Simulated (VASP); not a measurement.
Level of theory: PW91 GGA, VASP's PBE PAW potentials (set 64) (plane waves; VASP).

The input files of a VASP run:

File KPOINTS:
```
kpoints
0
gamma
8 8 8
0 0 0
```

**INCAR**
```
SYSTEM = SnTe
PREC = Accurate
ENCUT = 520
EDIFF = 1E-7
NELM = 100
ALGO = Normal
LREAL = .FALSE.
LASPH = .TRUE.
ISMEAR = -5
GGA = 91
LMAXMIX = 4
LWAVE = .FALSE.
LCHARG = .TRUE.
LORBIT = 11
NEDOS = 601
ISIF = 2
```

**POSCAR**
```
SnTe
1
    0.0000000000     3.2038781455     3.2038781455
    3.2038781455     0.0000000000     3.2038781455
    3.2038781455     3.2038781455     0.0000000000
Sn Te
1 1
Direct
  0.0000000000   0.0000000000   0.0000000000
  0.5000000000   0.5000000000   0.5000000000
```

POTCAR, in this order: Sn_d Te (PBE.64 set). Program: vasp_std.

What VASP printed:

### OUTCAR
```
 ion  position               nearest neighbor table
   1  0.000  0.000  0.000-   2 3.20   2 3.20   2 3.20   2 3.20   2 3.20   2 3.20
   2  0.500  0.500  0.500-   1 3.20   1 3.20   1 3.20   1 3.20   1 3.20   1 3.20
  LATTYP: Found a face centered cubic cell.
 ALAT       =     6.4077562910
 Subroutine PRICEL returns:
 Original cell was already a primitive cell.
 Subroutine GETGRP returns: Found 48 space group operations
The static configuration has the point symmetry O_h .
The dynamic configuration has the point symmetry O_h .
 Subroutine INISYM returns: Found 48 space group operations
 Subroutine IBZKPT returns following result:
 Found     29 irreducible k-points:

 Following reciprocal coordinates:
            Coordinates               Weight
  0.000000  0.000000  0.000000      1.000000
  0.125000  0.000000  0.000000      8.000000
  0.250000  0.000000  0.000000      8.000000
  0.375000  0.000000  0.000000      8.000000
  0.500000  0.000000  0.000000      4.000000
  0.125000  0.125000  0.000000      6.000000
  0.250000  0.125000  0.000000     24.000000
  0.375000  0.125000  0.000000     24.000000
  0.500000  0.125000  0.000000     24.000000
...
```

### OSZICAR
```
       N       E                     dE             d eps       ncg     rms          rms(c)
DAV:   1     0.123813447439E+03    0.12381E+03   -0.98714E+03   812   0.162E+03
DAV:   2     0.291160765397E+01   -0.12090E+03   -0.11945E+03   866   0.361E+02
DAV:   3    -0.742280647872E+01   -0.10334E+02   -0.10299E+02  1076   0.977E+01
DAV:   4    -0.767751254681E+01   -0.25471E+00   -0.25465E+00   862   0.170E+01
DAV:   5    -0.768906752556E+01   -0.11555E-01   -0.11555E-01  1200   0.347E+00    0.395E+00
DAV:   6    -0.761702059376E+01    0.72047E-01   -0.18474E-01  1030   0.354E+00    0.250E+00
DAV:   7    -0.761736203966E+01   -0.34145E-03   -0.57530E-02   992   0.153E+00    0.833E-01
DAV:   8    -0.761793274041E+01   -0.57070E-03   -0.67770E-03   914   0.803E-01    0.159E-01
DAV:   9    -0.761804421917E+01   -0.11148E-03   -0.63444E-04  1098   0.247E-01    0.460E-02
DAV:  10    -0.761804908611E+01   -0.48669E-05   -0.58769E-05   916   0.697E-02    0.284E-02
DAV:  11    -0.761805662421E+01   -0.75381E-05   -0.28919E-05   862   0.462E-02    0.183E-02
DAV:  12    -0.761805671319E+01   -0.88979E-07   -0.17841E-06  1004   0.879E-03    0.953E-03
DAV:  13    -0.761805625802E+01    0.45516E-06   -0.22218E-07   800   0.317E-03    0.318E-03
DAV:  14    -0.761805624086E+01    0.17162E-07   -0.16133E-07   562   0.456E-03
   1 F= -.76180562E+01 E0= -.76180562E+01  d E =0.000000E+00
```

File OUTCAR:
```
------------------------ aborting loop because EDIFF is reached ----------------------------------------
  FORCE on cell =-STRESS in cart. coord.  units (eV):
  Direction    XX          YY          ZZ          XY          YZ          ZX
  --------------------------------------------------------------------------------------
  Total        0.0407921      0.0407921      0.0407921      0.0000000      0.0000000      0.0000000
  in kB        0.9936398      0.9936398      0.9936398      0.0000000      0.0000000      0.0000000
  external PRESSURE =       0.9936398 kB  Pullay stress =       0.0000000 kB
  volume of cell :       65.77
      direct lattice vectors                 reciprocal lattice vectors
     0.000000000  3.203878146  3.203878146    -0.156060867  0.156060867  0.156060867
     3.203878146  0.000000000  3.203878146     0.156060867 -0.156060867  0.156060867
     3.203878146  3.203878146  0.000000000     0.156060867  0.156060867 -0.156060867
 POSITION                                       TOTAL-FORCE (eV/Angst)
 -----------------------------------------------------------------------------------
      0.00000      0.00000      0.00000        -0.000000      0.000000      0.000000
      3.20388      3.20388      3.20388         0.000000      0.000000     -0.000000
 -----------------------------------------------------------------------------------
    total drift:                               -0.000000      0.000000      0.000000
  FREE ENERGIE OF THE ION-ELECTRON SYSTEM (eV)
  ---------------------------------------------------
  free  energy   TOTEN  =        -7.6180562409 eV

  energy  without entropy=       -7.6180562409  energy(sigma->0) =       -7.61805624

 total charge

# of ion       s       p       d       tot
------------------------------------------
    1        1.379   0.701   9.979  12.059
    2        1.386   1.962   0.025   3.372
--------------------------------------------------
tot          2.765   2.663  10.004  15.431
```
(Selected blocks of OUTCAR.)

The compound is SnTe in the rock salt structure, which distorts at low temperature. It was relaxed first.
